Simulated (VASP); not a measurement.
# 2 units of BaHfO3 (001), HfO2 faces on Al(100): relaxation and electronic structure, part 2 of 4

How does 2 units of BaHfO3 (001), HfO2 faces on Al(100) behave as a surface?

VASP 6.6.1; PBEsol; plane waves and PAW (Al, Hf, O, Ba_sv).

So far: Set-up; Surface relaxation.

### Step 2. Surface relaxation (continued)

Step by step (22 of 30):

| step | energy less that of the first step (eV) | largest force (eV/Å) |
| --- | --- | --- |
| 1 | 0.0000 | 2.2531 |
| 2 | -0.1144 | 1.2392 |
| 4 | -0.1658 | 0.4944 |
| 5 | -0.1805 | 0.4097 |
| 7 | -0.1918 | 0.2595 |
| 8 | -0.1968 | 0.0964 |
| 9 | -0.1969 | 0.1203 |
| 11 | -0.2003 | 0.2546 |
| 12 | -0.2012 | 0.2101 |
| 13 | -0.2028 | 0.1439 |
| 15 | -0.2037 | 0.0908 |
| 16 | -0.2042 | 0.0946 |
| 18 | -0.2046 | 0.0492 |
| 19 | -0.2049 | 0.0836 |
| 20 | -0.2052 | 0.0418 |
| 22 | -0.2055 | 0.0642 |
| 23 | -0.2059 | 0.0763 |
| 24 | -0.2061 | 0.0465 |
| 26 | -0.2062 | 0.0406 |
| 27 | -0.2065 | 0.0481 |
| 29 | -0.2067 | 0.0737 |
| 30 | -0.2067 | 0.0220 |

The atoms that moved most (Å):

| atom | dx | dy | dz | length |
| --- | --- | --- | --- | --- |
| Hf11 | 0.000 | 0.000 | -0.119 | 0.119 |
| Ba21 | 0.000 | 0.000 | 0.101 | 0.101 |
| Al1 | 0.000 | 0.000 | -0.068 | 0.068 |
| O18 | 0.000 | 0.000 | -0.065 | 0.065 |
| O19 | 0.000 | 0.000 | -0.065 | 0.065 |
| O12 | 0.000 | 0.000 | 0.061 | 0.061 |
| O13 | 0.000 | 0.000 | 0.061 | 0.061 |
| Hf9 | 0.000 | 0.000 | 0.053 | 0.053 |

Final coordinates:

```cif
data_structure
_symmetry_space_group_name_H-M 'P 1'
_symmetry_Int_Tables_number 1
_cell_length_a 4.1700
_cell_length_b 4.1700
_cell_length_c 34.2747
_cell_angle_alpha 90.000
_cell_angle_beta 90.000
_cell_angle_gamma 90.000
_cell_volume 596.00
loop_
_atom_site_label
_atom_site_type_symbol
_atom_site_fract_x
_atom_site_fract_y
_atom_site_fract_z
_atom_site_occupancy
Al1 Al 0.00000 0.50000 0.26059 1
Al2 Al 0.50000 0.00000 0.26187 1
Al3 Al 0.00000 0.00000 0.31959 1
Al4 Al 0.50000 0.50000 0.31959 1
Al5 Al 0.00000 0.50000 0.37815 1
Al6 Al 0.50000 0.00000 0.37711 1
Al7 Al 0.00000 0.00000 0.43660 1
Al8 Al 0.50000 0.50000 0.43660 1
Hf9 Hf 0.50000 0.00000 0.49563 1
Hf10 Hf 0.50000 0.00000 0.61570 1
Hf11 Hf 0.50000 0.00000 0.73395 1
O12 O 0.00000 0.00000 0.49588 1
O13 O 0.50000 0.50000 0.49588 1
O14 O 0.50000 0.00000 0.55576 1
O15 O 0.00000 0.00000 0.61586 1
O16 O 0.50000 0.50000 0.61586 1
O17 O 0.50000 0.00000 0.67690 1
O18 O 0.00000 0.00000 0.73552 1
O19 O 0.50000 0.50000 0.73552 1
Ba20 Ba 0.00000 0.50000 0.55598 1
Ba21 Ba 0.00000 0.50000 0.67953 1
```

Numbers from this step:

| Quantity | Value |
| --- | --- |
| electronic cycles | 217 |
| electrons | 104 |
| free energy (TOTEN) | -151.3287 eV |
| energy at zero smearing | -151.2576 eV |
| Fermi energy | 1.782 eV |
| labelled metallic, from the levels on this mesh | yes |
| dipole moment | 0, 0, -0.1813 e·Å |

The run ended after 30 ionic steps, 0.207 eV below its first step, once the forces on the free atoms met EDIFFG = -0.03.

Only the dipole across the slab is computed (IDIPOL = 3); zeros along the plane are no results.

VASP counts the dipole in electrons times Å, so a positive number points the physical dipole along −c.

### Step 3. Vacuum level and density of states

A static run writes the electrostatic potential without exchange and correlation (LVHAR), which is flat in the vacuum and gives the level to count from. The dipole correction cancels the field that unlike faces would set up across the vacuum.

Contents of INCAR:

```
SYSTEM = Ba2Hf3Al8O8
PREC = Normal
ENCUT = 400
EDIFF = 1E-06
NELM = 120
ISMEAR = -1
SIGMA = 0.1
LREAL = Auto
ALGO = Fast
GGA = PS
NBANDS = 98
LORBIT = 11
LWAVE = .FALSE.
LCHARG = .TRUE.
IDIPOL = 3
LDIPOL = .TRUE.
DIPOL = 0.5 0.5 0.514
LVHAR = .TRUE.
LVACPOTAV = .TRUE.
LELF = .TRUE.
NEDOS = 1500
```

Contents of POSCAR:

```
Ba2Hf3Al8O8
1.0
    4.1700000000      0.0000000000      0.0000000000
    0.0000000000      4.1700000000      0.0000000000
    0.0000000000      0.0000000000     34.2747367139
Al Hf O Ba
8 3 8 2
Direct
    0.0000000000      0.5000000000      0.2605899480
    0.5000000000      0.0000000000      0.2618688757
    0.0000000000      0.0000000000      0.3195867393
    0.5000000000      0.5000000000      0.3195867393
    0.0000000000      0.5000000000      0.3781519970
    0.5000000000      0.0000000000      0.3771087027
    0.0000000000      0.0000000000      0.4365988888
    0.5000000000      0.5000000000      0.4365988888
    0.5000000000      0.0000000000      0.4956344471
    0.5000000000      0.0000000000      0.6157033143
    0.5000000000      0.0000000000      0.7339512752
    0.0000000000      0.0000000000      0.4958784867
    0.5000000000      0.5000000000      0.4958784867
    0.5000000000      0.0000000000      0.5557610501
    0.0000000000      0.0000000000      0.6158585352
    0.5000000000      0.5000000000      0.6158585352
    0.5000000000      0.0000000000      0.6769027809
    0.0000000000      0.0000000000      0.7355159418
    0.5000000000      0.5000000000      0.7355159418
    0.0000000000      0.5000000000      0.5559758042
    0.0000000000      0.5000000000      0.6795305544
```

Contents of KPOINTS:

```
Automatic mesh
0
Gamma
8 8 1
0 0 0
```

Potentials, in the order of the species: Al, Hf, O and Ba_sv (PBE family, release 64).

Launch:

```sh
> mpirun -np 4 vasp_std
```

The log of the run:

```text
[banner, memory and clock lines left out]
running    4 mpi-ranks, on    1 nodes
 distrk:  each k-point on    4 cores,    1 groups
 distr:  one band on    1 cores,    4 groups

 POSCAR found type information on POSCAR AlHfO Ba
 POSCAR found :  4 types and      21 ions
 [... a notice as in an earlier step ...]

 LDA part: xc-table for (Slater+PW92), standard interpolation
|                                                                             |
|           W    W    AA    RRRRR   N    N  II  N    N   GGGG   !!!           |
|           W    W   A  A   R    R  NN   N  II  NN   N  G    G  !!!           |
|           W    W  A    A  R    R  N N  N  II  N N  N  G       !!!           |
|           W WW W  AAAAAA  RRRRR   N  N N  II  N  N N  G  GGG   !            |
|           WW  WW  A    A  R   R   N   NN  II  N   NN  G    G                |
|           W    W  A    A  R    R  N    N  II  N    N   GGGG   !!!           |
|                                                                             |
|     The number of bands has been changed from the values supplied in        |
|     The orbitals not found in the WAVECAR file will be initialized with     |
|     random numbers, which is usually adequate. For correlated               |
|     calculations, however, you should redo the groundstate calculation.     |
|     I found NBANDS = 98. Now, NBANDS = 100.                                 |
|                                                                             |

 POSCAR, INCAR and KPOINTS ok, starting setup
 FFT: planning ... GRIDC
 FFT: planning ... GRID_SOFT
 FFT: planning ... GRID
 WAVECAR not read
 entering main loop
       N       E                     dE             d eps       ncg     rms          rms(c)
DAV:   1     0.567948387619E+03    0.56795E+03   -0.36394E+04  3080   0.698E+02
DAV:   2    -0.910992949860E+02   -0.65905E+03   -0.61781E+03  3956   0.191E+02
DAV:   3    -0.168351812810E+03   -0.77253E+02   -0.76179E+02  3952   0.661E+01
DAV:   4    -0.170408614972E+03   -0.20568E+01   -0.20488E+01  4296   0.105E+01
DAV:   5    -0.170479172549E+03   -0.70558E-01   -0.70521E-01  4592   0.160E+00    0.464E+01
RMM:   6    -0.155997999177E+03    0.14481E+02   -0.53495E+01  3747   0.144E+01    0.245E+01
RMM:   7    -0.236768781997E+03   -0.80771E+02   -0.61633E+00  3953   0.500E+00    0.235E+01
RMM:   8    -0.301441802361E+03   -0.64673E+02   -0.37686E+01  4596   0.645E+00    0.612E+01
RMM:   9    -0.158239985085E+03    0.14320E+03   -0.97251E+00  3955   0.547E+00    0.131E+01
RMM:  10    -0.154820655363E+03    0.34193E+01   -0.13156E+00  3775   0.273E+00    0.866E+00
RMM:  11    -0.152741692933E+03    0.20790E+01   -0.12940E+00  3920   0.202E+00    0.464E+00
RMM:  12    -0.152018513994E+03    0.72318E+00   -0.92301E-01  3965   0.163E+00    0.225E+00
RMM:  13    -0.151883998463E+03    0.13452E+00   -0.11676E-01  4204   0.671E-01    0.249E+00
RMM:  14    -0.151634628324E+03    0.24937E+00   -0.13857E-01  4076   0.615E-01    0.160E+00
RMM:  15    -0.151564955196E+03    0.69673E-01   -0.10457E-01  4305   0.520E-01    0.107E+00
RMM:  16    -0.151448059735E+03    0.11690E+00   -0.75345E-02  4235   0.420E-01    0.475E-01
RMM:  17    -0.151406815121E+03    0.41245E-01   -0.26791E-02  4177   0.271E-01    0.229E-01
RMM:  18    -0.151390523143E+03    0.16292E-01   -0.49484E-03  4503   0.128E-01    0.209E-01
RMM:  19    -0.151363669601E+03    0.26854E-01   -0.10529E-02  4290   0.154E-01    0.157E-01
RMM:  20    -0.151352690959E+03    0.10979E-01   -0.31028E-03  4419   0.931E-02    0.139E-01
RMM:  21    -0.151346542334E+03    0.61486E-02   -0.18862E-03  4495   0.699E-02    0.109E-01
RMM:  22    -0.151340645165E+03    0.58972E-02   -0.12959E-03  4443   0.552E-02    0.938E-02
RMM:  23    -0.151335881566E+03    0.47636E-02   -0.10651E-03  4518   0.492E-02    0.831E-02
RMM:  24    -0.151333201505E+03    0.26801E-02   -0.58036E-04  4609   0.371E-02    0.634E-02
RMM:  25    -0.151330625839E+03    0.25757E-02   -0.78861E-04  4661   0.419E-02    0.375E-02
RMM:  26    -0.151329392078E+03    0.12338E-02   -0.46687E-04  4625   0.328E-02    0.254E-02
RMM:  27    -0.151328849811E+03    0.54227E-03   -0.31985E-04  4676   0.267E-02    0.146E-02
RMM:  28    -0.151328743125E+03    0.10669E-03   -0.11938E-04  4764   0.169E-02    0.142E-02
RMM:  29    -0.151328787650E+03   -0.44524E-04   -0.22459E-05  4607   0.798E-03    0.121E-02
RMM:  30    -0.151328775323E+03    0.12327E-04   -0.95587E-06  4441   0.426E-03    0.101E-02
RMM:  31    -0.151328772299E+03    0.30238E-05   -0.31786E-06  3883   0.264E-03    0.929E-03
RMM:  32    -0.151328735894E+03    0.36405E-04   -0.49358E-06  4020   0.320E-03    0.796E-03
RMM:  33    -0.151328709024E+03    0.26870E-04   -0.51052E-06  3995   0.323E-03    0.658E-03
RMM:  34    -0.151328679139E+03    0.29885E-04   -0.12313E-05  4404   0.500E-03    0.318E-03
RMM:  35    -0.151328671944E+03    0.71955E-05   -0.48122E-06  4102   0.324E-03    0.159E-03
RMM:  36    -0.151328669994E+03    0.19493E-05   -0.25122E-06  3719   0.230E-03    0.799E-04
RMM:  37    -0.151328670308E+03   -0.31353E-06   -0.74383E-07  3165   0.139E-03
|                                                                             |
|           W    W    AA    RRRRR   N    N  II  N    N   GGGG   !!!           |
|           W    W   A  A   R    R  NN   N  II  NN   N  G    G  !!!           |
|           W    W  A    A  R    R  N N  N  II  N N  N  G       !!!           |
|           W WW W  AAAAAA  RRRRR   N  N N  II  N  N N  G  GGG   !            |
|           WW  WW  A    A  R   R   N   NN  II  N   NN  G    G                |
|           W    W  A    A  R    R  N    N  II  N    N   GGGG   !!!           |
|                                                                             |
|     Did not find any points to average over, which means that no vacuum     |
|     field-free region was found. Please increase the size of  your cell     |
|     in the dimension of the dipole correction to obtain accurate            |
|     workfunction values.                                                    |
|                                                                             |

   1 F= -.15132867E+03 E0= -.15125756E+03  d E =-.142215E+00
```

It took 3.2 min on 4 MPI ranks of Intel Xeon 6975P-C (Granite Rapids), shared host; peak memory 0.92 GiB; 13 min of CPU time.

Parts of OUTCAR (step 3):

```text
 Found     15 irreducible k-points:

   k-points           NKPTS =     15   k-points in BZ     NKDIM =     15   number of bands    NBANDS=    100

   NELECT =     104.0000    total number of electrons

 dipolmoment           0.000000      0.000000     -0.180994 electrons x Angstroem

 E-fermi :   1.7828

 k-point     1 :       0.0000    0.0000    0.0000
  band No.  band energies     occupation
    ...
     50       0.3985      2.00000
     51       0.9473      1.99953
     52       1.6256      1.65610
     53       1.6895      1.43546
     54       1.6895      1.43546
     55       1.9267      0.38321
     56       2.3662      0.00584
     57       2.6491      0.00035
     58       2.7718      0.00010
     59       2.7718      0.00010
    ...

 k-point     2 :       0.1250    0.0000    0.0000
  band No.  band energies     occupation
    ...
     49       0.4584      2.00000
     50       0.9494      1.99952
     51       1.1297      1.99709
     52       1.7725      1.05156
     53       1.8625      0.62128
     54       1.9805      0.24326
     55       2.4888      0.00172
     56       2.7284      0.00016
     57       2.8283      0.00006
     58       2.9870      0.00001
    ...

  Total      -13.2750463    -13.2750463     -4.2503353      0.0000000      0.0000000      0.0000000
  in kB      -35.6862069    -35.6862069    -11.4258243      0.0000000      0.0000000      0.0000000
  external PRESSURE =     -27.5994127 kB  Pullay stress =       0.0000000 kB

 POSITION                                       TOTAL-FORCE (eV/Angst)
 -----------------------------------------------------------------------------------
      0.00000      2.08500      8.93165         0.000000      0.000000     -0.009442
      2.08500      0.00000      8.97549         0.000000      0.000000     -0.019439
      0.00000      0.00000     10.95375         0.000000      0.000000     -0.006429
      2.08500      2.08500     10.95375         0.000000      0.000000     -0.006429
      0.00000      2.08500     12.96106         0.000000      0.000000     -0.000499
      2.08500      0.00000     12.92530         0.000000      0.000000     -0.005265
      0.00000      0.00000     14.96431         0.000000      0.000000     -0.003066
      2.08500      2.08500     14.96431         0.000000      0.000000     -0.003066
      2.08500      0.00000     16.98774         0.000000      0.000000     -0.003984
      2.08500      0.00000     21.10307         0.000000      0.000000     -0.010327
      2.08500      0.00000     25.15599         0.000000      0.000000      0.016596
      0.00000      0.00000     16.99610         0.000000      0.000000     -0.004364
      2.08500      2.08500     16.99610         0.000000      0.000000     -0.004364
      2.08500      0.00000     19.04856         0.000000      0.000000      0.013145
      0.00000      0.00000     21.10839         0.000000      0.000000      0.012024
      2.08500      2.08500     21.10839         0.000000      0.000000      0.012024
      2.08500      0.00000     23.20066         0.000000      0.000000     -0.023814
      0.00000      0.00000     25.20962         0.000000      0.000000      0.011054
      2.08500      2.08500     25.20962         0.000000      0.000000      0.011054
      0.00000      2.08500     19.05592         0.000000      0.000000      0.008176
      0.00000      2.08500     23.29073         0.000000      0.000000      0.016417
 -----------------------------------------------------------------------------------
    total drift:                                0.000000     -0.000000     -0.002218

  FREE ENERGIE OF THE ION-ELECTRON SYSTEM (eV)
  ---------------------------------------------------
  free  energy   TOTEN  =      -151.3286703079 eV

  energy  without entropy=     -151.1864552760  energy(sigma->0) =     -151.25756279

 vacuum level on the upper side and lower side of the slab         4.346         6.227

 total charge
# of ion       s       p       d       tot
------------------------------------------
    1        0.474   0.276   0.000   0.750
    2        0.473   0.274   0.000   0.748
    3        0.434   0.320   0.000   0.754
    4        0.434   0.320   0.000   0.754
    5        0.440   0.310   0.000   0.750
    6        0.452   0.297   0.000   0.749
    7        0.418   0.340   0.000   0.759
    8        0.418   0.340   0.000   0.759
    9        0.524   0.833   2.310   3.667
   10        0.527   0.886   2.232   3.645
   11        0.521   0.783   2.230   3.534
   12        1.586   3.495   0.000   5.081
   13        1.586   3.495   0.000   5.081
   14        1.581   3.488   0.000   5.069
   15        1.579   3.482   0.000   5.061
   16        1.579   3.482   0.000   5.061
   17        1.581   3.503   0.000   5.084
   18        1.580   3.465   0.000   5.045
   19        1.580   3.465   0.000   5.045
   20        1.998   5.619   0.287   7.903
   21        1.999   5.619   0.303   7.921
--------------------------------------------------
tot         21.764  44.094   7.363  73.220

[... 7 parts as in an earlier step ...]

[... 6 further parts left out ...]
```

This step gave:

```yaml
electronic_cycles: 37
fermi_energy: 1.783 eV
dos_at_the_fermi_level: 4.262 states/eV/cell
dipole_moment: 0, 0, -0.1810 e·Å
vacuum_levels: 4.346, 6.227 eV
work_functions_of_the_upper_and_lower_face: 2.563, 4.444 eV
```

The density of states has structure finer than the step of the table below, so its rows give means over 0.5 eV, whole bins alone (the curve runs from -12.0 to 8.00 eV). Peaks (eV: height): total -5.47: 18.3, -3.99: 17.5, 3.15: 16.4, 5.93: 17.9; Al p 1.73: 0.701, 4.54: 0.904, 5.59: 0.978, 6.86: 1.04; Hf p -5.52: 1.07, -4.08: 0.524, 2.13: 0.229; Hf d -6.54: 2.26, -5.58: 2.30, 3.06: 5.01, 4.85: 2.66; O p -5.47: 8.50, -3.99: 9.24, 3.18: 1.48.

Density of states against energy, zero at the Fermi level; means over each step; values in states/eV/cell:

| energy (eV) | total | Al p | Hf p | Hf d | O p | Ba d |
| --- | --- | --- | --- | --- | --- | --- |
| -11.5 | 0 | 0 | 0 | 0 | 0 | 0 |
| -11.0 | 0.00284 | 0 | 0 | 0 | 0 | 0 |
| -10.5 | 0.194 | 0.00145 | 3.0e-4 | 3.5e-4 | 6.3e-4 | 0 |
| -10.0 | 0.712 | 0.00922 | 0.00118 | 0.00152 | 0.00294 | 0 |
| -9.5 | 0.727 | 0.0151 | 0.00140 | 0.00226 | 0.00505 | 0 |
| -9.0 | 1.33 | 0.0357 | 0.00534 | 0.00846 | 0.0235 | 4.2e-5 |
| -8.5 | 1.60 | 0.0516 | 0.00828 | 0.0218 | 0.0637 | 4.7e-4 |
| -8.0 | 2.39 | 0.0788 | 0.0125 | 0.106 | 0.329 | 0.00251 |
| -7.5 | 4.07 | 0.0932 | 0.0493 | 0.464 | 1.29 | 0.0125 |
| -7.0 | 9.73 | 0.167 | 0.202 | 1.62 | 3.80 | 0.0434 |
| -6.5 | 10.6 | 0.158 | 0.266 | 2.10 | 4.59 | 0.0638 |
| -6.0 | 11.2 | 0.176 | 0.414 | 1.69 | 4.92 | 0.105 |
| -5.5 | 17.2 | 0.235 | 0.970 | 2.13 | 7.96 | 0.238 |
| -5.0 | 14.0 | 0.258 | 0.559 | 1.39 | 6.37 | 0.180 |
| -4.5 | 11.0 | 0.229 | 0.422 | 0.612 | 5.31 | 0.123 |
| -4.0 | 16.1 | 0.322 | 0.468 | 0.524 | 8.49 | 0.155 |
| -3.5 | 14.0 | 0.337 | 0.286 | 0.228 | 7.52 | 0.114 |
| -3.0 | 7.22 | 0.294 | 0.0916 | 0.0892 | 3.15 | 0.0506 |
| -2.5 | 4.71 | 0.440 | 0.0288 | 0.0459 | 0.904 | 0.0172 |
| -2.0 | 3.69 | 0.425 | 0.0219 | 0.0480 | 0.223 | 0.00514 |
| -1.5 | 3.03 | 0.348 | 0.0211 | 0.0768 | 0.102 | 0.00417 |
| -1.0 | 3.91 | 0.468 | 0.0236 | 0.138 | 0.124 | 0.00598 |
| -0.5 | 4.27 | 0.533 | 0.0453 | 0.271 | 0.174 | 0.0101 |
| 0.0 | 4.36 | 0.500 | 0.0385 | 0.397 | 0.138 | 0.0150 |
| 0.5 | 5.38 | 0.635 | 0.0292 | 0.590 | 0.139 | 0.0361 |
| 1.0 | 5.70 | 0.462 | 0.0312 | 1.54 | 0.219 | 0.107 |
| 1.5 | 8.49 | 0.572 | 0.0983 | 2.62 | 0.393 | 0.163 |
| 2.0 | 9.85 | 0.611 | 0.193 | 2.76 | 0.496 | 0.331 |
| 2.5 | 11.3 | 0.516 | 0.162 | 3.64 | 0.825 | 0.736 |
| 3.0 | 15.5 | 0.644 | 0.104 | 4.93 | 1.35 | 1.41 |
| 3.5 | 13.7 | 0.668 | 0.0940 | 3.08 | 1.03 | 1.72 |
| 4.0 | 12.9 | 0.650 | 0.0838 | 1.95 | 0.894 | 2.00 |
| 4.5 | 15.4 | 0.849 | 0.0908 | 2.10 | 1.09 | 2.46 |
| 5.0 | 16.7 | 0.792 | 0.119 | 2.47 | 1.16 | 3.21 |
| 5.5 | 16.6 | 0.931 | 0.103 | 2.01 | 0.808 | 3.65 |
| 6.0 | 17.2 | 0.888 | 0.0984 | 2.39 | 0.795 | 4.12 |
| 6.5 | 12.5 | 0.814 | 0.0923 | 1.91 | 0.547 | 1.48 |
| 7.0 | 10.6 | 0.869 | 0.100 | 1.62 | 0.436 | 0.458 |
| 7.5 | 6.89 | 0.632 | 0.0932 | 0.745 | 0.281 | 0.157 |

The planar average of the electrostatic potential oscillates, so the rows of the table below give means over windows of 2.04 Å about each position, cut where the curve ends. Its maxima inside the range that stand out by 2 % of the span (Å: eV): 2.2: 4.45, 10.0: -1.91, 11.9: -1.95, 14.0: -1.88, 16.0: -1.91, 18.1: -2.44, 20.1: -2.43, 22.2: -1.73, 24.2: -3.12. Its minima: 9.0: -14.0, 10.9: -14.2, 13.0: -14.2, 15.0: -14.1, 17.0: -11.0, 19.1: -8.24, 21.1: -10.9, 23.3: -8.13, 25.2: -10.3.

Zero at the Fermi level. The planar average of the electrostatic potential by height; means over each step:

height (Å), planar average of the electrostatic potential (eV) and a bar from the least value:
```
     1.02        4.1 #############################
     3.06        4.5 ##############################
     5.10        4.4 ##############################
     7.14        3.2 ###########################
     9.18       -7.1 #
    11.22       -7.4 
    13.26       -7.4 
    15.30       -7.3 
    17.34       -6.1 ###
    19.38       -5.0 ######
    21.42       -5.9 ####
    23.46       -5.1 ######
    25.50       -4.6 #######
    27.54        2.5 #########################
    29.58        2.6 #########################
    31.62        2.6 #########################
    33.66        2.6 #########################
```

Density of states in the PAW spheres, an atom over height of the layer and energy from the Fermi level.

Ten even steps from '0' (0.00 states/eV) to '9' (1.84 states/eV), each cell a mean:
```
0000001000000
0000000000000
0000000000000
0000000000000
0000000000000
0000000000000
0000000000000
0000000000000
0000000000002
0000000002204
0000001204406
0000002605205
0000003404104
0000003402203
0000003614514
0000004815913
0000004414612
0000004103303
0000004204402
0000004302400
0000003000000
0000001000000
```
Columns: height of the layer (Å) from 8.9 to 25.2 (not evenly spaced); rows upwards: energy from the Fermi level (eV) from -7.9 to 0.5.

[end of part 2 of 4]

[Lines on the potential files, build, host, timing and source positions are cut from VASP's logs without a mark.]

[Logs are printed without paths, hosts, clocks, repeated set-up lines and the standing remarks that a program may print on its own settings, such as how far it seeks lower states.]

[Hosts, paths, dates, database ids (printed as entryN), source tags and the programs' standing remarks are cut or masked in the printed files.]

[In band tables of VASP the shares of atoms and orbitals are scaled to a sum of 1 inside the atoms' spheres.]

[Runs that stopped without an error message from VASP are left out.]
